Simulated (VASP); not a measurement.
# A VASP study of CaC4O4 (PBEsol): structure first, properties next, part 5 of 7

Aim: relax CaC4O4 with PBEsol, compute its properties on that cell and hold them against experiment. The start is a computed cell from the Materials Project.

VASP 6.6.1; PBEsol; plane waves and PAW (Ca_sv, C, O).

So far, gap on the k-mesh (eV): step 2 (relaxing cell and atoms (PBEsol)) 3.70; step 6 (total and projected DOS (PBEsol)) 3.70. The relaxed cell has a = 6.895, c = 10.227 Å (conventional setting).

### Step 7. Independent-particle dielectric function (PBEsol)

LOPTICS sums transitions from filled to empty bands. NBANDS is raised for it.

Contents of INCAR:

```
SYSTEM = CaC4O4
PREC = Accurate
ENCUT = 520
EDIFF = 1E-06
NELM = 100
ISMEAR = 0
SIGMA = 0.05
LREAL = .FALSE.
ALGO = Normal
GGA = PS
NBANDS = 194
LORBIT = 11
LWAVE = .FALSE.
LCHARG = .FALSE.
KPAR = 8
LOPTICS = .TRUE.
NEDOS = 1500
CSHIFT = 0.1
```

Contents of POSCAR:

```
CaC4O4
1.0
   -3.4476774239      3.4476774239      5.1134574437
    3.4476774239     -3.4476774239      5.1134574437
    3.4476774239      3.4476774239     -5.1134574437
Ca C O
2 8 8
Direct
    0.5000000000      0.5000000000      0.0000000000
    0.2500000000      0.7500000000      0.5000000000
    0.0595229275      0.0595229275      0.0000000000
    0.8095229275      0.3095229275      0.5000000000
    0.6904770725      0.1904770725      0.5000000000
    0.9404770725      0.9404770725      0.0000000000
    0.1999713988      0.1999713988      0.0000000000
    0.9499713988      0.4499713988      0.5000000000
    0.5500286012      0.0500286012      0.5000000000
    0.8000286012      0.8000286012      0.0000000000
    0.2593610611      0.4204372092      0.1610761481
    0.1704372092      0.5093610611      0.6610761481
    0.8482849130      0.5093610611      0.3389238519
    0.2593610611      0.0982849130      0.8389238519
    0.4906389389      0.8295627908      0.3389238519
    0.5795627908      0.7406389389      0.8389238519
    0.9017150870      0.7406389389      0.1610761481
    0.4906389389      0.1517150870      0.6610761481
```

Contents of KPOINTS:

```
Automatic mesh
0
Gamma
6 6 6
0 0 0
```

Potentials, in the order of the species: Ca_sv, C and O (PBE family, release 64).

On the command line:

```sh
$ mpirun -np 8 vasp_std
```

The program printed:

```text
[... set-up lines as in an earlier step ...]
 entering main loop
       N       E                     dE             d eps       ncg     rms          rms(c)
DAV:   1     0.684394433392E+03    0.68439E+03   -0.39453E+04 11640   0.486E+02
DAV:   2    -0.103210843938E+03   -0.78761E+03   -0.72829E+03 13294   0.173E+02
DAV:   3    -0.153921229004E+03   -0.50710E+02   -0.49561E+02 14564   0.410E+01
DAV:   4    -0.155564256213E+03   -0.16430E+01   -0.16209E+01 16856   0.487E+00
DAV:   5    -0.155589107114E+03   -0.24851E-01   -0.24847E-01 13568   0.532E-01    0.227E+01
DAV:   6    -0.144775145672E+03    0.10814E+02   -0.56933E+00 12544   0.799E+00    0.981E+00
DAV:   7    -0.143841883278E+03    0.93326E+00   -0.18569E+00 13432   0.266E+00    0.557E+00
DAV:   8    -0.143612702919E+03    0.22918E+00   -0.50553E-01 13104   0.127E+00    0.159E+00
DAV:   9    -0.143613412540E+03   -0.70962E-03   -0.19541E-02 13568   0.447E-01    0.509E-01
DAV:  10    -0.143617617667E+03   -0.42051E-02   -0.63247E-03 13208   0.181E-01    0.151E-01
DAV:  11    -0.143618508949E+03   -0.89128E-03   -0.68080E-04 13320   0.556E-02    0.597E-02
DAV:  12    -0.143618987759E+03   -0.47881E-03   -0.28203E-04 12696   0.275E-02    0.179E-02
DAV:  13    -0.143619020772E+03   -0.33012E-04   -0.18860E-05 13760   0.833E-03    0.622E-03
DAV:  14    -0.143619024792E+03   -0.40199E-05   -0.32559E-06 12448   0.374E-03    0.159E-03
DAV:  15    -0.143619024850E+03   -0.58323E-07   -0.36369E-07 12472   0.116E-03
   1 F= -.14361902E+03 E0= -.14361902E+03  d E =-.175631E-12
 optical routines
 imaginary and real dielectric function
 recalculating local potential from charge density
 direction            1
 direction            2
 direction            3
```

Elapsed: 3.5 min, on 8 MPI ranks of Intel Xeon Platinum 8559C (Emerald Rapids), shared host; peak memory 13 GiB; 28 min of CPU time.

From OUTCAR (step 7):

```text
   k-points           NKPTS =     30   k-points in BZ     NKDIM =     30   number of bands    NBANDS=    194

   NELECT =     100.0000    total number of electrons

 E-fermi :  -0.4021

 k-point     1 :       0.0000    0.0000    0.0000
  band No.  band energies     occupation
    ...
     46      -1.2163      2.00000
     47      -0.8843      2.00000
     48      -0.8843      2.00000
     49      -0.6429      2.00000
     50      -0.6429      2.00000
     51       3.4006      0.00000
     52       3.4006      0.00000
     53       3.8841      0.00000
     54       3.8841      0.00000
     55       5.7102      0.00000
    ...

  Total        0.0136046      0.0136046      0.0268568      0.0000000      0.0000000      0.0000000
  in kB        0.0896540      0.0896540      0.1769852      0.0000000      0.0000000      0.0000000
  external PRESSURE =       0.1187644 kB  Pullay stress =       0.0000000 kB

 POSITION                                       TOTAL-FORCE (eV/Angst)
 -----------------------------------------------------------------------------------
      0.00000      0.00000      5.11346         0.000000     -0.000000     -0.000000
      3.44768      0.00000      2.55673         0.000000     -0.000000      0.000000
      0.00000      0.00000      0.60874         0.000000     -0.000000      0.007406
      0.00000      3.44768      3.16546         0.000000      0.000000      0.007406
      0.00000      3.44768      1.94799         0.000000     -0.000000     -0.007406
      0.00000      0.00000      9.61818         0.000000      0.000000     -0.007406
      0.00000      0.00000      2.04509         0.000000     -0.000000     -0.003305
     -0.00000      3.44768      4.60182        -0.000000      0.000000     -0.003305
      0.00000      3.44768      0.51164        -0.000000      0.000000      0.003305
      0.00000      0.00000      8.18182         0.000000     -0.000000      0.003305
      1.11068      0.00000      2.65246        -0.000411     -0.000000      0.001046
      3.44768      1.11068      0.09573         0.000000     -0.000411      0.001046
     -0.00000      2.33700      5.20919         0.000000      0.000411      0.001046
      2.33700      3.44768     -2.46099         0.000411      0.000000      0.001046
      2.33700      0.00000      5.01772         0.000411     -0.000000     -0.001046
      3.44768      2.33700      2.46099         0.000000      0.000411     -0.001046
      0.00000      1.11068      7.57445        -0.000000     -0.000411     -0.001046
      1.11068      3.44768     -0.09573        -0.000411     -0.000000     -0.001046
 -----------------------------------------------------------------------------------
    total drift:                               -0.000000     -0.000000      0.000000

  FREE ENERGIE OF THE ION-ELECTRON SYSTEM (eV)
  ---------------------------------------------------
  free  energy   TOTEN  =      -143.6190248499 eV

  energy  without entropy=     -143.6190248499  energy(sigma->0) =     -143.61902485

 plasma frequency squared (from intraband transitions) (eV^2)
  --------------------------------------------------------------------------------------
       0.000       0.000      -0.000
       0.000       0.000       0.000
      -0.000       0.000       0.000

[... 10 parts as in an earlier step ...]

[... 6 further parts left out ...]
```

These are independent-particle spectra without excitons or local fields, and fine structure depends on the mesh and on CSHIFT.

Numbers from this step:

- bands: 194
- Fermi energy: -0.4021 eV
- pressure: 0.01188 GPa
- gap on the k-mesh: 3.699 eV

The imaginary dielectric function has structure finer than the step of the table below, so its rows give means over 0.5 eV, whole bins alone (the curve runs from 0 to 25.0 eV). Peaks (eV: height): xx 4.81: 3.42, 8.30: 2.89, 9.08: 3.02, 14.26: 2.51; zz 4.15: 15.4, 4.57: 13.2, 5.66: 6.21, 8.36: 2.81.

Imaginary dielectric function against photon energy; means over each step:

```
photon energy (eV)       xx      zz
               0.5  0.00323  0.0154
               1.0  0.00678  0.0334
               1.5   0.0111  0.0578
               2.0   0.0171  0.0965
               2.5   0.0263   0.170
               3.0   0.0434   0.362
               3.5   0.0897    1.62
               4.0    0.431    11.5
               4.5     2.05    11.8
               5.0     2.88    4.80
               5.5     1.89    4.90
               6.0    0.542    2.59
               6.5    0.159   0.443
               7.0    0.192   0.686
               7.5    0.569    1.74
               8.0     2.09    1.88
               8.5     2.78    2.67
               9.0     2.74    2.28
               9.5     2.14    1.87
              10.0     1.75    1.23
              10.5     1.37   0.848
              11.0     1.43    1.15
              11.5     1.59    1.27
              12.0     1.55    1.23
              12.5     1.75    1.11
              13.0     1.74    1.05
              13.5     1.78    1.05
              14.0     1.91    1.06
              14.5     2.20   0.776
              15.0     1.65   0.648
              15.5     1.40   0.827
              16.0     1.35    1.18
              16.5     1.52    1.49
              17.0     1.52    1.09
              17.5     1.43    1.11
              18.0     1.47    1.24
              18.5     1.29    1.20
              19.0     1.05    1.90
              19.5     1.01    1.32
              20.0    0.775   0.874
              20.5    0.779   0.831
              21.0    0.826   0.851
              21.5    0.752   0.739
              22.0    0.685   0.835
              22.5    0.648    1.02
              23.0    0.579   0.864
              23.5    0.510    1.03
              24.0    0.545   0.706
              24.5    0.526   0.596
```

The real dielectric function by photon energy:

```
photon energy (eV)     xx     zz
                 0   2.89   4.96
                 1   2.92   5.12
                 2   3.04   5.71
                 3   3.31   7.52
                 4   4.27   12.3
                 5   2.51  -2.91
                 6   1.59  -2.87
                 7   2.98   1.57
                 8   4.31   1.88
                 9   2.38  0.593
                10   1.43  0.194
                11   1.92   1.30
                12   1.80   1.03
                13   1.59  0.979
                14   1.76  0.928
                15  0.530   1.16
                16   1.03   1.66
                17  0.736  0.972
                18  0.757   1.03
                19  0.464  0.983
                20  0.413  0.469
                21  0.614  0.626
                22  0.634  0.961
                23  0.688  0.803
                24  0.888  0.565
```

The mean of ε2 over directions passes 5 % of its top at 3.43 eV, against a least direct gap of 3.76 eV on this mesh; what lies under the gap is the tail of the broadening by CSHIFT.

[end of part 5 of 7]

[Lines on the potential files, build, host, timing and source positions are cut from VASP's logs without a mark.]

[Logs are printed without paths, hosts, clocks, repeated set-up lines and the standing remarks that a program may print on its own settings, such as how far it seeks lower states.]

[Hosts, paths, dates, database ids (printed as entryN), source tags and the programs' standing remarks are cut or masked in the printed files.]

[A measured line is paired with the nearest computed mode of its activity, which favours agreement.]

[In band tables of VASP the shares of atoms and orbitals are scaled to a sum of 1 inside the atoms' spheres.]
